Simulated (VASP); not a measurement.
Method: PBE GGA, VASP's PBE PAW potentials (set 64) (plane waves; VASP).

VASP input:

### POSCAR
```
Cs
1
   -3.0731853690     3.0731853690     3.0731853690
    3.0731853690    -3.0731853690     3.0731853690
    3.0731853690     3.0731853690    -3.0731853690
Cs
1
Direct
  0.0000000000   0.0000000000   0.0000000000
```

**INCAR**
```
SYSTEM = Cs
PREC = Accurate
ENCUT = 500
EDIFF = 1E-6
NELM = 100
ALGO = Normal
LREAL = .FALSE.
LASPH = .TRUE.
ISMEAR = 1
SIGMA = 0.1
GGA = PE
LMAXMIX = 4
LWAVE = .FALSE.
LCHARG = .FALSE.
IBRION = 2
ISIF = 3
NSW = 40
EDIFFG = -0.02
```

File KPOINTS:
```
Automatic mesh
0
Gamma
9 9 9
0 0 0
```

POTCAR, in this order: Cs_sv (PBE.64 set). Program: vasp_std.

The resulting files:

File OUTCAR:
```
 ion  position               nearest neighbor table
   1  0.000  0.000  0.000-
  LATTYP: Found a body centered cubic cell.
 ALAT       =     6.1463707380
 Subroutine PRICEL returns:
 Original cell was already a primitive cell.
 Subroutine GETGRP returns: Found 48 space group operations
The static configuration has the point symmetry O_h .
The dynamic configuration has the point symmetry O_h .
 Subroutine INISYM returns: Found 48 space group operations
 Subroutine IBZKPT returns following result:
 Found     35 irreducible k-points:

 Following reciprocal coordinates:
            Coordinates               Weight
  0.000000  0.000000  0.000000      1.000000
  0.111111  0.000000  0.000000     12.000000
  0.222222  0.000000  0.000000     12.000000
  0.333333  0.000000  0.000000     12.000000
  0.444444  0.000000  0.000000     12.000000
  0.111111  0.111111  0.000000     24.000000
  0.222222  0.111111  0.000000     48.000000
  0.333333  0.111111 -0.000000     48.000000
  0.444444  0.111111  0.000000     24.000000
  0.222222  0.222222  0.000000     24.000000
  0.333333  0.222222 -0.000000     48.000000
  0.333333  0.333333  0.000000      8.000000
  0.111111  0.111111  0.111111      8.000000
  0.222222  0.111111  0.111111     24.000000
  0.333333  0.111111  0.111111     24.000000
 -0.111111  0.111111  0.111111      6.000000
  0.222222  0.222222  0.111111     24.000000
  0.333333  0.222222  0.111111     24.000000
 -0.222222  0.222222  0.111111     24.000000
 -0.333333  0.333333  0.111111     24.000000
 -0.222222  0.333333  0.111111     24.000000
 -0.444444  0.444444  0.111111     24.000000
 -0.333333  0.444444  0.111111     48.000000
 -0.444444 -0.444444  0.111111     24.000000
 -0.333333 -0.444444  0.111111     24.000000
...
```

### OSZICAR
```
       N       E                     dE             d eps       ncg     rms          rms(c)
DAV:   1     0.534921637011E+02    0.53492E+02   -0.28632E+03   560   0.754E+02
DAV:   2     0.386050684008E+01   -0.49632E+02   -0.48570E+02   776   0.118E+02
DAV:   3    -0.791667660105E+00   -0.46522E+01   -0.46522E+01   576   0.451E+01
DAV:   4    -0.850759279286E+00   -0.59092E-01   -0.59092E-01  1072   0.630E+00
DAV:   5    -0.850842154926E+00   -0.82876E-04   -0.82876E-04   704   0.129E-01    0.131E-01
DAV:   6    -0.851398352816E+00   -0.55620E-03   -0.14536E-03   992   0.222E-01    0.906E-02
DAV:   7    -0.852395364212E+00   -0.99701E-03   -0.37527E-03   656   0.371E-01    0.366E-02
DAV:   8    -0.852493553342E+00   -0.98189E-04   -0.13669E-04   848   0.912E-02    0.428E-03
DAV:   9    -0.852495298689E+00   -0.17453E-05   -0.35147E-06   944   0.114E-02    0.283E-03
DAV:  10    -0.852494678743E+00    0.61995E-06   -0.88225E-07   800   0.560E-03
   1 F= -.85249468E+00 E0= -.85214895E+00  d E =-.852495E+00
```

### OUTCAR
```
------------------------ aborting loop because EDIFF is reached ----------------------------------------
  FORCE on cell =-STRESS in cart. coord.  units (eV):
  Direction    XX          YY          ZZ          XY          YZ          ZX
  --------------------------------------------------------------------------------------
  Total        0.0055706      0.0055706      0.0055706      0.0000000      0.0000000     -0.0000000
  in kB        0.0768747      0.0768747      0.0768747      0.0000000      0.0000000     -0.0000000
  external PRESSURE =       0.0768747 kB  Pullay stress =       0.0000000 kB
  volume of cell :      116.10
      direct lattice vectors                 reciprocal lattice vectors
    -3.073185369  3.073185369  3.073185369     0.000000000  0.162697638  0.162697638
     3.073185369 -3.073185369  3.073185369     0.162697638  0.000000000  0.162697638
     3.073185369  3.073185369 -3.073185369     0.162697638  0.162697638  0.000000000
 POSITION                                       TOTAL-FORCE (eV/Angst)
 -----------------------------------------------------------------------------------
      0.00000      0.00000      0.00000         0.000000     -0.000000      0.000000
 -----------------------------------------------------------------------------------
    total drift:                               -0.000000     -0.000000      0.000000
  FREE ENERGIE OF THE ION-ELECTRON SYSTEM (eV)
  ---------------------------------------------------
  free  energy   TOTEN  =        -0.8524946787 eV

  energy  without entropy=       -0.8514574892  energy(sigma->0) =       -0.85214895

 reached required accuracy - stopping structural energy minimisation
```
(Selected blocks of OUTCAR.)

The compound is Cs in the bcc structure. It was relaxed first.
